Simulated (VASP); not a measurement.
OSZICAR of a VASP run on PbF₂ (fluorite):

### OSZICAR
```
       N       E                     dE             d eps       ncg     rms          rms(c)
DAV:   1     0.312977010941E+03    0.31298E+03   -0.15097E+04   576   0.176E+03
DAV:   2     0.179119084371E+02   -0.29507E+03   -0.28417E+03   666   0.452E+02
DAV:   3    -0.889267179052E+01   -0.26805E+02   -0.26477E+02   674   0.151E+02
DAV:   4    -0.974388727890E+01   -0.85122E+00   -0.85052E+00   624   0.278E+01
DAV:   5    -0.977188525718E+01   -0.27998E-01   -0.27996E-01   670   0.517E+00    0.857E+00
DAV:   6    -0.751357558565E+01    0.22583E+01   -0.12190E+01   744   0.282E+01    0.288E+00
DAV:   7    -0.749049467376E+01    0.23081E-01   -0.56015E-01   584   0.499E+00    0.159E+00
DAV:   8    -0.746999073631E+01    0.20504E-01   -0.12624E-01   580   0.415E+00    0.498E-01
DAV:   9    -0.746733861097E+01    0.26521E-02   -0.22172E-02   668   0.110E+00    0.104E-01
DAV:  10    -0.746789201750E+01   -0.55341E-03   -0.15120E-03   578   0.481E-01    0.333E-02
DAV:  11    -0.746784765159E+01    0.44366E-04   -0.13914E-04   668   0.123E-01    0.137E-02
DAV:  12    -0.746784776239E+01   -0.11080E-06   -0.65600E-05   688   0.857E-02    0.963E-03
DAV:  13    -0.746784600498E+01    0.17574E-05   -0.12577E-05   716   0.365E-02    0.958E-04
DAV:  14    -0.746784601201E+01   -0.70295E-08   -0.41519E-07   292   0.621E-03
   1 F= -.74678460E+01 E0= -.74678460E+01  d E =-.256878E-18
```

Question: Which electronic solver shows in the log?

Answer: It is blocked Davidson (ALGO = Normal, or the opening steps of other solvers). The INCAR had ALGO = Normal.

Question: Can the final energy be trusted as converged?

Answer: The calculation finished and met its thresholds. It stopped with EDIFF = 1E-6, NELM = 100 (optB88-vdW, plane waves, VASP's PBE PAW potentials (set 64)).

The compound is PbF2 in the fluorite structure, the β form. The cell was not relaxed at this level. The run is one of a series of settings (AGGAC = 0.0, GGA = BO, LUSE_VDW = .TRUE., PARAM1 = 0.1833333333, PARAM2 = 0.22 against the base run), some of them coarse on purpose.
